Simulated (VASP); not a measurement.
# CeB (Pm-3m) in VASP: single point with r2SCAN

Aim: the single point of CeB with r2SCAN.

Program: VASP 6.6.1. These are calculated values, not measurements. Logs are shortened: lines on timing, memory, paths and dates and some standing lists are left out, and cuts for length are marked.

### Step 1. The crystal as given

It takes space group Pm-3m (No. 221, cubic). Conventional cell: a = 3.440 Å, b = 3.440 Å, c = 3.440 Å, α = 90.00°, β = 90.00°, γ = 90.00°. Around B (site symmetry m-3m) lie 8 Ce at 2.98 Å. Around Ce (site symmetry m-3m) lie 8 B at 2.98 Å.

The cell was built by a generator and needn't be a form met in nature.

### Step 2. Single point, r2SCAN

POSCAR reads:

```
CeB
1.0
    3.4401650000      0.0000000000      0.0000000000
    0.0000000000      3.4401650000      0.0000000000
    0.0000000000      0.0000000000      3.4401650000
B Ce
1 1
Direct
    0.0000000000      0.0000000000      0.0000000000
    0.5000000000      0.5000000000      0.5000000000
```

INCAR.step1 reads:

```
PREC = Accurate
ENCUT = 520
ISMEAR = -5
SIGMA = 0.1038
LREAL = F
LASPH = T
NELM = 100
LMAXMIX = 6
GGA = PE
ALGO = Normal
EDIFF = 1E-4
LWAVE = T
LCHARG = F
```

INCAR.step2 reads:

```
PREC = Accurate
ENCUT = 520
EDIFF = 1E-6
ISMEAR = -1
SIGMA = 0.1038
LREAL = F
LASPH = T
NELM = 100
ALGO = Normal
ISIF = 2
LWAVE = F
LCHARG = F
LMAXMIX = 6
METAGGA = R2SCAN
LMIXTAU = T
LORBIT = 10
ISTART = 1
```

KPOINTS reads:

```
regular mesh
0
Gamma
  7 7 7
```

Potentials or basis: VASP PAW PBE potentials, release 64 (B, Ce).

Launch:

```console
$ cat potpaw_PBE.64/B/POTCAR potpaw_PBE.64/Ce/POTCAR > POTCAR
$ cp INCAR.step1 INCAR
$ mpirun -np 1 vasp_std > vasp.out
$ cp INCAR.step2 INCAR
$ mpirun -np 1 vasp_std > vasp.out
```

OUTCAR:

```text
PREC = Accurate
   ENCUT = 520
   EDIFF = 1E-6
   ISMEAR = -1
   LREAL = F
   LASPH = T
   NELM = 100
   ISIF = 2
   METAGGA = R2SCAN
   LORBIT = 10
   ISTART = 1

 ion  position               nearest neighbor table
   1  0.000  0.000  0.000-
   2  0.500  0.500  0.500-

  LATTYP: Found a simple cubic cell.
 ALAT       =     3.4401650000

  Lattice vectors:

 A1 = (   3.4401650000,   0.0000000000,   0.0000000000)
 A2 = (   0.0000000000,   3.4401650000,   0.0000000000)
 A3 = (   0.0000000000,   0.0000000000,   3.4401650000)

Analysis of symmetry for initial positions (statically):
=====================================================================
 Subroutine PRICEL returns:
 Original cell was already a primitive cell.

 Routine SETGRP: Setting up the symmetry group for a
 simple cubic supercell.

 Subroutine GETGRP returns: Found 48 space group operations
 (whereof 48 operations were pure point group operations)
 out of a pool of 48 trial point group operations.

The static configuration has the point symmetry O_h .

Analysis of symmetry for dynamics (positions and initial velocities):
=====================================================================
 Subroutine PRICEL returns:
 Original cell was already a primitive cell.

 Routine SETGRP: Setting up the symmetry group for a
 simple cubic supercell.

 Subroutine GETGRP returns: Found 48 space group operations
 (whereof 48 operations were pure point group operations)
 out of a pool of 48 trial point group operations.

The dynamic configuration has the point symmetry O_h .

 Subroutine INISYM returns: Found 48 space group operations
 (whereof 48 operations are pure point group operations),
 and found     1 'primitive' translations

----------------------------------------------------------------------------------------

                                     Primitive cell

  volume of cell :      40.7134

  direct lattice vectors                    reciprocal lattice vectors
     3.440165000  0.000000000  0.000000000     0.290683732  0.000000000  0.000000000
     0.000000000  3.440165000  0.000000000     0.000000000  0.290683732  0.000000000
     0.000000000  0.000000000  3.440165000     0.000000000  0.000000000  0.290683732

  length of vectors
     3.440165000  3.440165000  3.440165000     0.290683732  0.290683732  0.290683732

  position of ions in fractional coordinates (direct lattice)
     0.000000000  0.000000000  0.000000000
     0.500000000  0.500000000  0.500000000

  ion indices of the primitive-cell ions
   primitive index   ion index
                 1           1
                 2           2

----------------------------------------------------------------------------------------

 KPOINTS: regular mesh

Automatic generation of k-mesh.
 Grid dimensions read from file:
 generate k-points for:    7    7    7

 Generating k-lattice:

  Cartesian coordinates                     Fractional coordinates (reciprocal lattice)
     0.041526247  0.000000000  0.000000000     0.142857143  0.000000000  0.000000000
     0.000000000  0.041526247  0.000000000     0.000000000  0.142857143  0.000000000
     0.000000000  0.000000000  0.041526247     0.000000000  0.000000000  0.142857143

  Length of vectors
     0.041526247  0.041526247  0.041526247

  Shift w.r.t. Gamma in fractional coordinates (k-lattice)
     0.000000000  0.000000000  0.000000000

 Subroutine IBZKPT returns following result:
 ===========================================

 Found     20 irreducible k-points:

 Following reciprocal coordinates:
            Coordinates               Weight
  0.000000  0.000000  0.000000      1.000000
  0.142857  0.000000  0.000000      6.000000
  0.285714  0.000000  0.000000      6.000000
  0.428571  0.000000  0.000000      6.000000
  0.142857  0.142857  0.000000     12.000000
  0.285714  0.142857  0.000000     24.000000
[... 12 lines left out ...]
  0.428571  0.428571  0.285714     24.000000
  0.428571  0.428571  0.428571      8.000000
   k-points           NKPTS =     20   k-points in BZ     NKDIM =     20   number of bands    NBANDS=     11
   number of dos      NEDOS =    301   number of ions     NIONS =      2
   total plane-waves  NPLWV =  21952
   dimension x,y,z NGX =    28 NGY =   28 NGZ =   28
   dimension x,y,z NGXF=    56 NGYF=   56 NGZF=   56
   ions per type =               1   1
   NGX,Y,Z   is equivalent  to a cutoff of  13.53, 13.53, 13.53 a.u.
   NGXF,Y,Z  is equivalent  to a cutoff of  27.06, 27.06, 27.06 a.u.
 SYSTEM =  unknown system
   PREC   = accura    normal or accurate (medium, high low for compatibility)
   ISTART =      1    job   : 0-new  1-cont  2-samecut
   ICHARG =      0    charge: 1-file 2-atom 10-const
   ISPIN  =      1    spin polarized calculation?
   LNONCOLLINEAR =      F non collinear calculations
   LSORBIT =      F    spin-orbit coupling
   LASPH  =      T    aspherical Exc in radial PAW
   ENCUT  =  520.0 eV  38.22 Ry    6.18 a.u.   6.40  6.40  6.40*2*pi/ulx,y,z
   NELM   =    100;   NELMIN=  2; NELMDL=  0     # of ELM steps
   EDIFF  = 0.1E-05   stopping-criterion for ELM
   LREAL  =      F    real-space projection
   EDIFFG = 0.1E-04   stopping-criterion for IOM
   NSW    =      0    number of steps for IOM
   IBRION =     -1    ionic relax: 0-MD 1-quasi-New 2-CG
   NFREE  =      0    steps in history (QN), initial steepest desc. (CG)
   ISIF   =      2    stress and relaxation
   ISYM   =      2    0-nonsym 1-usesym 2-fastsym
   POTIM  = 0.5000    time-step for ionic-motion
   TEBEG  =    0.0;   TEEND  =   0.0 temperature during run
   PSTRESS=    0.0 pullay stress
   NELECT =      15.0000    total number of electrons
   NUPDOWN=      -1.0000    fix difference up-down
   EMIN   =  10.00;   EMAX   =-10.00  energy-range for DOS
   EFERMI =   0.00;   METHOD = LEGACY
   ISMEAR =    -1;   SIGMA  =   0.10  broadening in eV -4-tet -1-fermi 0-gaus
   EFERMI_NEDOS =   21; number of points for ismear=-14 and -15
   IALGO  =     38    algorithm
   IMIX   =      4    mixing-type and parameters
     AMIX     =   0.40;   BMIX     =  1.00
     AMIX_MAG =   1.60;   BMIX_MAG =  1.00
  volume/ion in A,a.u.               =      20.36       137.37
  Fermi-wavevector in a.u.,A,eV,Ry     =   1.173616  2.217812 18.740314  1.377374
  Thomas-Fermi vector in A             =   2.310026
   LORBIT       =     10    0 simple, 1 ext, 2 COOP (PROOUT), +10 PAW based schemes
   METAGGA = R2SCAN    functional components
   LHFCALC =     F    Hartree Fock is set to
   AEXX    =    0.0000 exact exchange contribution
   IVDW    =     0    specifies the selected vdW correction
   LEPSILON=     F    determine dielectric tensor
   LRPA    =     F    only Hartree local field effects (RPA)
 non-spin polarized calculation
  energy-cutoff  :      520.00
  volume of cell :       40.71
 maximum number of plane-waves:      1108
 NGX is ok and might be reduce to    28

 number of electron      15.0000001 magnetization

 Free energy of the ion-electron system (eV)
  ---------------------------------------------------
  ext. energy  EPLUGINS =         0.00000000
  ---------------------------------------------------
  free energy    TOTEN  =       -37.50244360 eV

  energy without entropy =      -37.35039265  energy(sigma->0) =      -37.42641813

 E-fermi :   6.8548     XC(G=0): -11.3314

 val. band max:        6.7419472185   @ k =   0.2857   0.2857   0.1429
 cond. band min:       6.8830340396   @ k =   0.1429   0.1429   0.0000
 fundamental gap:      0.1410868211
 Fermi energy:         6.8548388898

 k-point     1 :       0.0000    0.0000    0.0000
  band No.  band energies     occupation
      1     -29.1940      2.00000
      2     -10.8736      2.00000
      3     -10.8736      2.00000
      4     -10.8736      2.00000
      5      -1.0003      2.00000
      6       6.1755      1.99713
      7       6.1755      1.99713
      8       7.0780      0.20860
      9       7.0780      0.20860
     10       7.0780      0.20860
     11       7.4495      0.00648

 k-point     2 :       0.1429    0.0000    0.0000
  band No.  band energies     occupation
      1     -29.1693      2.00000
      2     -11.1635      2.00000
      3     -10.8462      2.00000
      4     -10.8462      2.00000
      5      -0.6380      2.00000
      6       6.1918      1.99664
      7       6.3005      1.99046
      8       6.9777      0.46865
      9       7.0813      0.20274
     10       7.0813      0.20274
     11       7.4364      0.00735

 k-point     3 :       0.2857    0.0000    0.0000
  band No.  band energies     occupation
      1     -29.1105      2.00000
      2     -11.7556      2.00000
      3     -10.7835      2.00000
      4     -10.7835      2.00000
      5       0.2490      2.00000
      6       5.1768      2.00000
      7       6.6244      1.80413
      8       7.0898      0.18843
      9       7.0898      0.18842
     10       7.1730      0.08912
     11       7.3868      0.01182

 k-point     4 :       0.4286    0.0000    0.0000
  band No.  band energies     occupation
      1     -29.0628      2.00000
      2     -12.1849      2.00000
      3     -10.7323      2.00000
      4     -10.7323      2.00000
      5       1.2651      2.00000
      6       3.8494      2.00000
      7       6.9976      0.40362
      8       7.1013      0.17031
      9       7.1013      0.17031
     10       7.2627      0.03854
     11       7.2743      0.03456

 k-point     5 :       0.1429    0.1429    0.0000
  band No.  band energies     occupation
      1     -29.1438      2.00000
      2     -11.1596      2.00000
      3     -11.1004      2.00000
      4     -10.8195      2.00000
      5      -0.3223      2.00000
      6       6.1163      1.99838
      7       6.4456      1.96194
      8       6.8830      0.86501
      9       7.0770      0.21048
     10       7.0796      0.20575
     11       7.4886      0.00445
[... 155 lines left out ...]
 k-point    17 :       0.2857    0.2857    0.2857
  band No.  band energies     occupation
      1     -28.9489      2.00000
      2     -11.5494      2.00000
      3     -11.4501      2.00000
      4     -11.4501      2.00000
      5       0.9338      2.00000
      6       5.0554      2.00000
      7       5.0554      2.00000
      8       6.6055      1.83399
      9       7.3022      0.02652
     10       7.3022      0.02652
     11       7.3323      0.01991

 k-point    18 :       0.4286    0.2857    0.2857
  band No.  band energies     occupation
      1     -28.9035      2.00000
      2     -11.8747      2.00000
      3     -11.4377      2.00000
      4     -11.3804      2.00000
      5       1.0407      2.00000
      6       4.4573      2.00000
      7       4.7537      2.00000
      8       6.4992      1.93700
      9       7.3321      0.01995
     10       7.3445      0.01771
     11       7.3644      0.01464

 k-point    19 :       0.4286    0.4286    0.2857
  band No.  band energies     occupation
      1     -28.8592      2.00000
      2     -11.7954      2.00000
      3     -11.7824      2.00000
      4     -11.3406      2.00000
      5       1.1240      2.00000
      6       4.2152      2.00000
      7       4.3622      2.00000
      8       5.7744      1.99994
      9       7.3580      0.01557
     10       7.3584      0.01551
     11       7.3948      0.01095

 k-point    20 :       0.4286    0.4286    0.4286
  band No.  band energies     occupation
      1     -28.8155      2.00000
      2     -11.7205      2.00000
      3     -11.7042      2.00000
      4     -11.7042      2.00000
      5       1.7874      2.00000
      6       3.6478      2.00000
      7       3.6478      2.00000
      8       4.5076      2.00000
      9       7.3675      0.01422
     10       7.3675      0.01422
     11       7.3820      0.01238

------------------------ aborting loop because EDIFF is reached ----------------------------------------

  FORCE on cell =-STRESS in cart. coord.  units (eV):
  Direction    XX          YY          ZZ          XY          YZ          ZX
  --------------------------------------------------------------------------------------
  -------------------------------------------------------------------------------------
  Total       -2.9560008     -2.9560008     -2.9560008      0.0000000     -0.0000000      0.0000000
  in kB     -116.3261385   -116.3261385   -116.3261385      0.0000000     -0.0000000      0.0000000
  external PRESSURE =    -116.3261385 kB  Pullay stress =       0.0000000 kB

 VOLUME and BASIS-vectors are now :
 -----------------------------------------------------------------------------
  energy-cutoff  :      520.00
  volume of cell :       40.71
      direct lattice vectors                 reciprocal lattice vectors
     3.440165000  0.000000000  0.000000000     0.290683732  0.000000000  0.000000000
     0.000000000  3.440165000  0.000000000     0.000000000  0.290683732  0.000000000
     0.000000000  0.000000000  3.440165000     0.000000000  0.000000000  0.290683732

 POSITION                                       TOTAL-FORCE (eV/Angst)
 -----------------------------------------------------------------------------------
      0.00000      0.00000      0.00000         0.000000      0.000000      0.000000
      1.72008      1.72008      1.72008         0.000000      0.000000      0.000000
 -----------------------------------------------------------------------------------
    total drift:                                0.000000      0.000000      0.000000

  FREE ENERGIE OF THE ION-ELECTRON SYSTEM (eV)
  ---------------------------------------------------
  free  energy   TOTEN  =       -37.5024435968 eV

  energy  without entropy=      -37.3503926536  energy(sigma->0) =      -37.42641813

 total charge

# of ion       s       p       d       f       tot
--------------------------------------------------
    1        0.754   0.794   0.000   0.000   1.547
    2        2.103   5.716   0.855   0.992   9.666
--------------------------------------------------
tot          2.857   6.510   0.855   0.992  11.214
```

Wall time 38 s (1 thread of AMD EPYC 9R45 (Zen 5), shared host); peak memory 0.15 GiB.

What came out:

* Free energy: -37.5024 eV
* Pressure: -11.6 GPa
* Band gap on the k mesh: none (metal or under the smearing width)
* Valence electrons inside the program's atomic spheres: B 1.55; Ce 9.67

Levels at points of the mesh, in eV from the Fermi level:
```csv
k point,band 3,band 4,band 5,band 6,band 7,band 8,band 9,band 10,band 11
"(0.00, 0.00, 0.00)",-17.73,-17.73,-7.86,-0.68,-0.68,0.22,0.22,0.22,0.59
```

Caveat: the PAW data sets were made with another functional, which shifts forces and pressure a little; without U or exact exchange the open f shell lies at the Fermi level, which spoils levels, moments and volumes.
